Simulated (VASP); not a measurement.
Input:

```
CELL_PARAMETERS angstrom
      0.00000     2.14867     2.14867
      2.14867     0.00000     2.14867
      2.14867     2.14867     0.00000
ATOMIC_POSITIONS crystal
  Al 0.00000 0.00000 0.00000
  N  0.25000 0.25000 0.25000
```

Method: vdW-DF-cx, VASP's PBE PAW potentials (set 64) (plane waves; VASP 6.6.1). Numerical set-up: 520 eV cut-off, 10×10×10 Γ-centred mesh, Gaussian smearing of 0.050 eV, potentials Al N.

The job: AlN (zinc blende), 2 atoms, vdW-DF-cx, static run, 520 eV, 10×10×10 Γ-centred mesh. Roughly how much core time does it take on a busy server core?

About 20 core-seconds (one run on a shared machine, a rough figure). It had 47 irreducible k-points, 8 bands, up to 548 plane waves and 13 electronic steps.

The compound is AlN in the zinc blende structure, a metastable form; wurtzite is the usual one. This cell is one point of a volume scan, at 0.94 of the reference volume.
